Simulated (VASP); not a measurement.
All values below come from revTPSS meta-GGA, VASP's PBE PAW potentials (set 64) (plane waves; VASP 6.6.1).

VASP ran on this input.

### KPOINTS
```
kpoints
0
gamma
  7 7 6
```

### INCAR
```
ALGO = Normal
EDIFF = 1E-6
EDIFFG = -0.02
ENCUT = 520
IBRION = 2
ISIF = 3
ISMEAR = 1
LASPH = .True.
LCHARG = .False.
LMAXMIX = 4
LMIXTAU = .True.
LREAL = .False.
LWAVE = .False.
METAGGA = RTPSS
NELM = 100
NSW = 60
PREC = Accurate
SIGMA = 0.1
SYSTEM = SnO
```

POSCAR:
```
SnO
1.0
  3.7906337445   0.0000000000   0.0000000000
  0.0000000000   3.7906337445   0.0000000000
  0.0000000000   0.0000000000   4.6922624935
Sn O
2 2
Direct
  0.5000000000   1.0000000000   0.7516128518
  0.0000000000   0.5000000000   0.2483871482
  0.5000000000   0.5000000000   0.0000000000
  0.0000000000   0.0000000000   0.0000000000
```

POTCAR, in this order: Sn_d O (PBE.64 set). Program: vasp_std.

What VASP printed:

**OSZICAR**
```
       N       E                     dE             d eps       ncg     rms          rms(c)
DAV:   1     0.433263333993E+03    0.43326E+03   -0.20925E+04  1952   0.264E+03
DAV:   2     0.835554406316E+02   -0.34971E+03   -0.34466E+03  1968   0.572E+02
DAV:   3     0.331096839887E+02   -0.50446E+02   -0.49815E+02  2344   0.196E+02
DAV:   4     0.312388320857E+02   -0.18709E+01   -0.18682E+01  2160   0.419E+01
DAV:   5     0.312042405509E+02   -0.34592E-01   -0.34570E-01  2376   0.601E+00    0.154E+01
DAV:   6     0.593233444600E+01   -0.25272E+02   -0.19566E+02  2240   0.143E+02    0.153E+01
DAV:   7     0.875382340750E+01    0.28215E+01   -0.68322E+00  2416   0.310E+01    0.118E+01
DAV:   8     0.741906074157E+01   -0.13348E+01   -0.71820E+01  3104   0.803E+01    0.133E+01
DAV:   9     0.101703090693E+02    0.27512E+01   -0.22229E+01  2768   0.362E+01    0.311E+00
DAV:  10     0.100685879376E+02   -0.10172E+00   -0.15580E+00  2016   0.783E+00    0.142E+00
DAV:  11     0.100745880105E+02    0.60001E-02   -0.86601E-02  2888   0.315E+00    0.773E-01
DAV:  12     0.100616818134E+02   -0.12906E-01   -0.46054E-02  2024   0.183E+00    0.330E-01
DAV:  13     0.100519820592E+02   -0.96998E-02   -0.14791E-02  2528   0.123E+00    0.119E-01
DAV:  14     0.100485686962E+02   -0.34134E-02   -0.57090E-03  2224   0.662E-01    0.519E-02
DAV:  15     0.100483524567E+02   -0.21624E-03   -0.50223E-04  2376   0.298E-01    0.402E-02
DAV:  16     0.100482922468E+02   -0.60210E-04   -0.77819E-04  2680   0.226E-01    0.468E-02
DAV:  17     0.100483305742E+02    0.38327E-04   -0.36434E-04  2776   0.198E-01    0.650E-03
DAV:  18     0.100483225864E+02   -0.79878E-05   -0.19679E-05  2240   0.358E-02    0.669E-03
DAV:  19     0.100483222793E+02   -0.30710E-06   -0.27048E-06  1520   0.257E-02
   1 F= 0.10048322E+02 E0= 0.10048460E+02  d E =0.100483E+02
       N       E                     dE             d eps       ncg     rms          rms(c)
DAV:   1     0.980103951828E+01   -0.24728E+00   -0.78079E+00  2320   0.478E+01    0.349E+00
DAV:   2     0.100285437252E+02    0.22750E+00   -0.11330E+00  2544   0.136E+01    0.107E+00
DAV:   3     0.100392529794E+02    0.10709E-01   -0.84655E-02  2968   0.447E+00    0.620E-01
DAV:   4     0.100514558723E+02    0.12203E-01   -0.82041E-02  2368   0.507E+00    0.194E-01
DAV:   5     0.100483982131E+02   -0.30577E-02   -0.28303E-02  2088   0.261E+00    0.135E-01
DAV:   6     0.100474772829E+02   -0.92093E-03   -0.23744E-03  2112   0.688E-01    0.398E-02
DAV:   7     0.100475754669E+02    0.98184E-04   -0.31321E-04  2152   0.177E-01    0.208E-02
DAV:   8     0.100474600610E+02   -0.11541E-03   -0.16629E-04  2304   0.195E-01    0.952E-03
DAV:   9     0.100474054055E+02   -0.54656E-04   -0.42576E-05  2440   0.818E-02    0.284E-03
DAV:  10     0.100474044033E+02   -0.10022E-05   -0.34063E-06  1904   0.261E-02    0.217E-03
DAV:  11     0.100474032327E+02   -0.11706E-05   -0.18544E-06  1384   0.169E-02    0.934E-04
DAV:  12     0.100474023208E+02   -0.91187E-06   -0.26439E-07   984   0.536E-03
   2 F= 0.10047402E+02 E0= 0.10047488E+02  d E =-.919958E-03
       N       E                     dE             d eps       ncg     rms          rms(c)
DAV:   1     0.998071244622E+01   -0.66691E-01   -0.17924E+00  2352   0.215E+01    0.175E+00
DAV:   2     0.100378672377E+02    0.57155E-01   -0.28068E-01  2552   0.686E+00    0.521E-01
DAV:   3     0.100399258846E+02    0.20586E-02   -0.19768E-02  3048   0.240E+00    0.304E-01
DAV:   4     0.100428624231E+02    0.29365E-02   -0.18541E-02  2368   0.249E+00    0.925E-02
DAV:   5     0.100419125761E+02   -0.94985E-03   -0.67824E-03  2064   0.129E+00    0.715E-02
DAV:   6     0.100415462632E+02   -0.36631E-03   -0.62565E-04  2104   0.346E-01    0.211E-02
DAV:   7     0.100415380567E+02   -0.82065E-05   -0.83065E-05  2536   0.948E-02    0.116E-02
DAV:   8     0.100415124935E+02   -0.25563E-04   -0.36057E-05  2280   0.901E-02    0.390E-03
DAV:   9     0.100415039669E+02   -0.85267E-05   -0.97451E-06  2296   0.378E-02    0.156E-03
DAV:  10     0.100415029728E+02   -0.99402E-06   -0.74830E-07  1440   0.115E-02
   3 F= 0.10041503E+02 E0= 0.10041640E+02  d E =-.681931E-02
       N       E                     dE             d eps       ncg     rms          rms(c)
DAV:   1     0.100360879651E+02   -0.54160E-02   -0.35817E-01  2496   0.577E+00    0.446E-01
DAV:   2     0.100392383209E+02    0.31504E-02   -0.12139E-02  2744   0.153E+00    0.229E-01
DAV:   3     0.100399050579E+02    0.66674E-03   -0.30284E-03  2912   0.903E-01    0.774E-02
DAV:   4     0.100399088475E+02    0.37895E-05   -0.19508E-03  2296   0.499E-01    0.284E-02
DAV:   5     0.100398976060E+02   -0.11241E-04   -0.41508E-04  2224   0.286E-01    0.113E-02
DAV:   6     0.100398939975E+02   -0.36085E-05   -0.29183E-05  2048   0.541E-02    0.394E-03
DAV:   7     0.100398952010E+02    0.12035E-05   -0.42711E-06  1920   0.221E-02    0.245E-03
DAV:   8     0.100398939622E+02   -0.12388E-05   -0.37323E-06  1760   0.214E-02    0.970E-04
DAV:   9     0.100398933822E+02   -0.58000E-06   -0.39005E-07  1128   0.778E-03
   4 F= 0.10039893E+02 E0= 0.10039966E+02  d E =-.160959E-02
       N       E                     dE             d eps       ncg     rms          rms(c)
DAV:   1     0.100359898475E+02   -0.39041E-02   -0.32034E-01  2472   0.544E+00    0.420E-01
DAV:   2     0.100387642955E+02    0.27744E-02   -0.10785E-02  2752   0.144E+00    0.217E-01
DAV:   3     0.100393841757E+02    0.61988E-03   -0.27388E-03  2912   0.857E-01    0.704E-02
DAV:   4     0.100393669609E+02   -0.17215E-04   -0.17541E-03  2272   0.469E-01    0.265E-02
DAV:   5     0.100393559725E+02   -0.10988E-04   -0.36349E-04  2208   0.268E-01    0.107E-02
DAV:   6     0.100393540844E+02   -0.18880E-05   -0.25284E-05  2032   0.502E-02    0.373E-03
DAV:   7     0.100393549912E+02    0.90675E-06   -0.35391E-06  1872   0.201E-02
   5 F= 0.10039355E+02 E0= 0.10039316E+02  d E =-.214798E-02
```

File OUTCAR:
```
------------------------ aborting loop because EDIFF is reached ----------------------------------------
  FORCE on cell =-STRESS in cart. coord.  units (eV):
  Direction    XX          YY          ZZ          XY          YZ          ZX
  --------------------------------------------------------------------------------------
  Total        0.0055361      0.0055361      0.0053527      0.0000000      0.0000000      0.0000000
  in kB        0.1290949      0.1290949      0.1248171      0.0000000      0.0000000      0.0000000
  external PRESSURE =       0.1276690 kB  Pullay stress =       0.0000000 kB
  volume of cell :       68.71
      direct lattice vectors                 reciprocal lattice vectors
     3.830737893  0.000000000  0.000000000     0.261046312  0.000000000  0.000000000
     0.000000000  3.830737893 -0.000000000     0.000000000  0.261046312 -0.000000000
     0.000000000  0.000000000  4.682125652     0.000000000  0.000000000  0.213578207
 POSITION                                       TOTAL-FORCE (eV/Angst)
 -----------------------------------------------------------------------------------
      1.91537      0.00000      3.52243        -0.000000      0.000000      0.008383
      0.00000      1.91537      1.15969         0.000000     -0.000000     -0.008383
      1.91537      1.91537     -0.00000         0.000000      0.000000      0.000000
      0.00000      0.00000      0.00000         0.000000     -0.000000      0.000000
 -----------------------------------------------------------------------------------
    total drift:                                0.000000      0.000000      0.000000
  FREE ENERGIE OF THE ION-ELECTRON SYSTEM (eV)
  ---------------------------------------------------
  free  energy   TOTEN  =        10.0393549912 eV

  energy  without entropy=       10.0392370969  energy(sigma->0) =       10.03931569

 reached required accuracy - stopping structural energy minimisation
```
(Selected blocks of OUTCAR.)

File CONTCAR:
```
SnO
   1.00000000000000
     3.8307378930725537    0.0000000000000000    0.0000000000000000
     0.0000000000000000    3.8307378930725537   -0.0000000000000000
     0.0000000000000000    0.0000000000000000    4.6821256520791072
  Sn              O
     2     2
Direct
     0.5000000000000000    0.0000000000000000    0.7523147289458436
     0.0000000000000000    0.5000000000000000    0.2476852710541564
     0.5000000000000000    0.5000000000000000    0.0000000000000000
     0.0000000000000000    0.0000000000000000    0.0000000000000000
```

Without a dispersion term in the relaxation, distances and binding between the weakly bound layers, chains or molecules are unreliable, and so is what depends on them.

The compound is SnO in the litharge structure. This run relaxes it. Symmetry was kept, so distortions that lower it aren't found. The start is the result of an earlier pass.
